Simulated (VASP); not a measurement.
Calculation: LDA (Ceperley-Alder, Perdew-Zunger), VASP's LDA PAW potentials (set 64) (plane waves; VASP 6.6.1).

Input for VASP

File POSCAR:
```
ZnSnN2
6.737450
  0.8689147971   0.0000000000   0.0000000000
  0.0000000000   1.0000000000   0.0000000000
  0.0000000000   0.0000000000   0.8134501926
Zn Sn N
4 4 8
Direct
  0.5923330000   0.8657960000   0.9912810000
  0.4237580000   0.1331990000   0.4929040000
  0.9159790000   0.3739420000   0.5155230000
  0.0822160000   0.6284800000   0.9850940000
  0.5711570000   0.3775280000   0.9999730000
  0.4176230000   0.6267200000   0.4928170000
  0.9192370000   0.8819090000   0.4942310000
  0.0913810000   0.1298390000   0.9969950000
  0.5790310000   0.3869480000   0.3735360000
  0.4069940000   0.6281830000   0.8789300000
  0.9138360000   0.8766730000   0.8953300000
  0.0827710000   0.1101330000   0.3798070000
  0.5834890000   0.8691740000   0.3751570000
  0.4225620000   0.1256150000   0.8732350000
  0.9193410000   0.3749120000   0.8784170000
  0.0782940000   0.6109500000   0.3767300000
```

INCAR:
```
ALGO = Normal
EDIFF = 1E-6
ENCUT = 240
ISIF = 2
ISMEAR = 1
LASPH = T
LCHARG = F
LMAXMIX = 4
LREAL = Auto
LWAVE = F
NELM = 100
PREC = Accurate
SIGMA = 0.2
SYSTEM = ZnSnN2
```

**KPOINTS**
```
K-points
0
G
6 6 6
```

POTCAR, in this order: Zn Sn_d N (LDA.64 set). Program: vasp_std.

At this cut-off the stress carries a Pulay error, which pulls relaxed volumes low.

### Question
Predict the energy per atom (σ→0), pressure, largest force.

### Answer

* **energy per atom (σ→0)**: -6.154 eV/atom
* **pressure**: -45.91 GPa
* **largest force**: 3.599 eV/Å

File OSZICAR:
```
...
DAV:  11    -0.984602365743E+02   -0.27402E-03   -0.55426E-03 23368   0.603E-01    0.205E-01
DAV:  12    -0.984600034688E+02    0.23311E-03   -0.18241E-03 26588   0.604E-01    0.576E-02
DAV:  13    -0.984600023693E+02    0.10995E-05   -0.78217E-04 24560   0.116E-01    0.373E-02
DAV:  14    -0.984600035581E+02   -0.11888E-05   -0.72858E-05 21984   0.564E-02    0.247E-02
DAV:  15    -0.984600053012E+02   -0.17431E-05   -0.12016E-05 21816   0.486E-02    0.147E-02
DAV:  16    -0.984600040472E+02    0.12541E-05   -0.27369E-06 14880   0.235E-02    0.772E-03
DAV:  17    -0.984600030846E+02    0.96262E-06   -0.51333E-06 18152   0.112E-02
   1 F= -.98460003E+02 E0= -.98462680E+02  d E =0.802993E-02
```

The structure comes from a computed database's ZnSnN2 entry; how it stands against other phases isn't given here. The cell was not relaxed at this level, atoms are displaced from their ideal sites. The run is one of a series of settings (ENCUT = 240, GGA removed, KPOINTS 6×6×6 Γ-centred mesh, POTCAR Zn Sn_d N (LDA.64 set) against the base run), some of them coarse on purpose.
